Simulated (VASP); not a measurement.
OSZICAR of a VASP run on Tl (hcp):

File OSZICAR:
```
       N       E                     dE             d eps       ncg     rms          rms(c)
DAV:   1     0.127412533149E+03    0.12741E+03   -0.14437E+04  2192   0.144E+03
DAV:   2    -0.230737998982E+01   -0.12972E+03   -0.12815E+03  2309   0.296E+02
DAV:   3    -0.444837047212E+01   -0.21410E+01   -0.20981E+01  2656   0.336E+01
DAV:   4    -0.446051525679E+01   -0.12145E-01   -0.12143E-01  2426   0.257E+00
DAV:   5    -0.446064050798E+01   -0.12525E-03   -0.12525E-03  2488   0.270E-01    0.312E+00
DAV:   6    -0.441540388963E+01    0.45237E-01   -0.87063E-02  2306   0.253E+00    0.218E+00
DAV:   7    -0.440753571987E+01    0.78682E-02   -0.40464E-02  2264   0.172E+00    0.701E-01
DAV:   8    -0.440686721872E+01    0.66850E-03   -0.34970E-03  2248   0.489E-01    0.377E-02
DAV:   9    -0.440687286366E+01   -0.56449E-05   -0.19788E-05  2641   0.424E-02    0.118E-02
DAV:  10    -0.440687857936E+01   -0.57157E-05   -0.61568E-06  2268   0.231E-02    0.202E-03
DAV:  11    -0.440687883298E+01   -0.25362E-06   -0.45119E-07  1199   0.559E-03
   1 F= -.51484013E+01 E0= -.51479238E+01  d E =-.514840E+01
       N       E                     dE             d eps       ncg     rms          rms(c)
DAV:   1    -0.465120721414E+01   -0.24433E+00   -0.41995E+00  2184   0.188E+01    0.274E+00
DAV:   2    -0.446054202582E+01    0.19067E+00   -0.39309E-01  2180   0.528E+00    0.891E-01
DAV:   3    -0.443330971781E+01    0.27232E-01   -0.88480E-02  2208   0.259E+00    0.695E-01
DAV:   4    -0.443208124926E+01    0.12285E-02   -0.33725E-03  2224   0.375E-01    0.571E-02
DAV:   5    -0.443194739251E+01    0.13386E-03   -0.99178E-04  2371   0.275E-01    0.259E-02
DAV:   6    -0.443193968091E+01    0.77116E-05   -0.22228E-05  2251   0.373E-02    0.685E-03
DAV:   7    -0.443193925222E+01    0.42868E-06   -0.69810E-07  1325   0.807E-03
   2 F= -.51540828E+01 E0= -.51537342E+01  d E =-.568151E-02
       N       E                     dE             d eps       ncg     rms          rms(c)
DAV:   1    -0.443540666395E+01   -0.34670E-02   -0.32921E-02  2182   0.164E+00    0.239E-01
DAV:   2    -0.443388976659E+01    0.15169E-02   -0.32689E-03  2181   0.486E-01    0.773E-02
DAV:   3    -0.443368126742E+01    0.20850E-03   -0.70313E-04  2203   0.231E-01    0.582E-02
DAV:   4    -0.443366723654E+01    0.14031E-04   -0.32119E-05  2225   0.355E-02    0.650E-03
DAV:   5    -0.443366647893E+01    0.75761E-06   -0.93353E-06  2261   0.263E-02
   3 F= -.51541231E+01 E0= -.51537813E+01  d E =-.572184E-02
```

**Question.** Which electronic solver shows in the log?

**Answer.** It is blocked Davidson (ALGO = Normal, or the opening steps of other solvers). The INCAR had ALGO = Normal.

**Question.** Can the final energy be trusted as converged?

**Answer.** The calculation finished and met its thresholds. It stopped with EDIFF = 1E-6, NELM = 100, NSW = 60 and EDIFFG = -0.01 after 3 ionic steps (PBE GGA with D4 dispersion, plane waves, VASP's PBE PAW potentials (set 64)). Energy and stress use the plane-wave basis of the starting cell.

The compound is Tl in the hcp structure. This run relaxes it. Symmetry was kept, so distortions that lower it aren't found.
